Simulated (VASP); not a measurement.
The system is TiN.

```
Ti N
1.0
     0.00000    2.12000    2.12000
     2.12000    0.00000    2.12000
     2.12000    2.12000    0.00000
Ti N
1 1
Direct
  0.00000 0.00000 0.00000
  0.50000 0.50000 0.50000
```

The cell was built by a generator and needn't be a form met in nature.

```yaml
Program: VASP 6.6.1
Task: relaxation of cell and atoms
Functional: HSE06
Potentials_or_basis: VASP PAW PBE potentials, release 64 (Ti_sv, N)
Cutoff: 600 eV
k_mesh: 8 × 8 × 8
Occupations: methfessel-paxton, width 0.2 eV
Spin: no spin polarisation
```

At the start: pressure -6.4 GPa; volume 9.53 Å³/atom.

Problem. How do energy, volume and symmetry change on relaxing?

Solution. Over 3 steps the energy falls by 4.1 meV/atom and the volume is 9.33 Å³/atom (-2.1 %); space group Fm-3m (No. 225, to 0.05 Å).

Step by step:
```tsv
step	energy change (eV)	largest force (eV/Å)	pressure (GPa)	volume (Å³)
1	0.0000	0.0000	-6.44	19.06
2	0.0135	0.0000	11.31	18.02
3	-0.0083	0.0000	0.06	18.66
```

Final structure:
```
Ti N
1.0
     0.00000    2.10505    2.10505
     2.10505    0.00000    2.10505
     2.10505    2.10505    0.00000
Ti N
1 1
Direct
  0.00000 0.00000 0.00000
  0.50000 0.50000 0.50000
```

Caveat: the PAW data sets were made with another functional, which shifts forces and pressure a little.
